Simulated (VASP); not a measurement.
A convergence study with VASP on TiO$_{2}$ (rutile): one setting is varied, all else stays as given below, so the limit is that of these other settings.

```xyz
6
Lattice="4.5900 0.0000 0.0000 0.0000 4.5900 0.0000 0.0000 0.0000 2.9600" Properties=species:S:1:pos:R:3 pbc="T T T"
Ti     0.0000     0.0000     0.0000
Ti     2.2950     2.2950     1.4800
O      1.4000     1.4000     0.0000
O      3.6949     0.8951     1.4800
O      0.8951     3.6949     1.4800
O      3.1900     3.1900     0.0000
```

Calculation: LDA (Ceperley-Alder, Perdew-Zunger), VASP's LDA PAW potentials (set 64) (plane waves; VASP). The tightest run used: 700 eV cut-off, 9×9×12 Monkhorst-Pack mesh, Gaussian smearing of 0.050 eV, potentials Ti_sv O.

Task: The settings run are 1×1×1 mesh; 2×2×2 mesh; 2×2×3 mesh; 3×3×4 mesh; 4×4×5 mesh; 4×4×6 mesh; 5×5×7 mesh; 6×6×8 mesh; 7×7×9 mesh; 8×8×10 mesh; 8×8×11 mesh; 9×9×12 mesh. From which on does the stress (every component) stay within 0.5 GPa of the tightest run?

Result: From 3×3×4 mesh on: it is off by 0.32 there and by no more than 0.5 in any finer run, while 2×2×3 mesh is off by 0.79.
```json
[
 {"setting": "1×1×1 mesh", "E (eV/atom)": "-8.7870", "pressure (GPa)": "6.76", "largest force (eV/Å)": "5.405", "irreducible k-points": "1", "difference judged (GPa)": "23.47"},
 {"setting": "2×2×2 mesh", "E (eV/atom)": "-9.8380", "pressure (GPa)": "-7.60", "largest force (eV/Å)": "0.329", "irreducible k-points": "1", "difference judged (GPa)": "3.07"},
 {"setting": "2×2×3 mesh", "E (eV/atom)": "-9.7776", "pressure (GPa)": "-6.93", "largest force (eV/Å)": "0.057", "irreducible k-points": "2", "difference judged (GPa)": "0.79"},
 {"setting": "3×3×4 mesh", "E (eV/atom)": "-9.7957", "pressure (GPa)": "-7.15", "largest force (eV/Å)": "0.005", "irreducible k-points": "6", "difference judged (GPa)": "0.32"},
 {"setting": "4×4×5 mesh", "E (eV/atom)": "-9.7936", "pressure (GPa)": "-7.10", "largest force (eV/Å)": "0.003", "irreducible k-points": "9", "difference judged (GPa)": "0.10"},
 {"setting": "4×4×6 mesh", "E (eV/atom)": "-9.7941", "pressure (GPa)": "-7.12", "largest force (eV/Å)": "0.005", "irreducible k-points": "9", "difference judged (GPa)": "0.03"},
 {"setting": "5×5×7 mesh", "E (eV/atom)": "-9.7940", "pressure (GPa)": "-7.11", "largest force (eV/Å)": "0.004", "irreducible k-points": "24", "difference judged (GPa)": "0.01"},
 {"setting": "6×6×8 mesh", "E (eV/atom)": "-9.7941", "pressure (GPa)": "-7.11", "largest force (eV/Å)": "0.005", "irreducible k-points": "24", "difference judged (GPa)": "0.00"},
 {"setting": "7×7×9 mesh", "E (eV/atom)": "-9.7941", "pressure (GPa)": "-7.12", "largest force (eV/Å)": "0.005", "irreducible k-points": "50", "difference judged (GPa)": "0.01"},
 {"setting": "8×8×10 mesh", "E (eV/atom)": "-9.7941", "pressure (GPa)": "-7.11", "largest force (eV/Å)": "0.005", "irreducible k-points": "50", "difference judged (GPa)": "0.00"},
 {"setting": "8×8×11 mesh", "E (eV/atom)": "-9.7941", "pressure (GPa)": "-7.11", "largest force (eV/Å)": "0.005", "irreducible k-points": "60", "difference judged (GPa)": "0.00"},
 {"setting": "9×9×12 mesh", "E (eV/atom)": "-9.7941", "pressure (GPa)": "-7.11", "largest force (eV/Å)": "0.005", "irreducible k-points": "90", "difference judged (GPa)": "0.00"}
]
```

Left out are rungs that failed or repeat a setting and relaxations that didn't move; long series are thinned to 24 rows.

The compound is TiO2 in the rutile structure. The cell was not relaxed at this level, forces remain on its atoms.
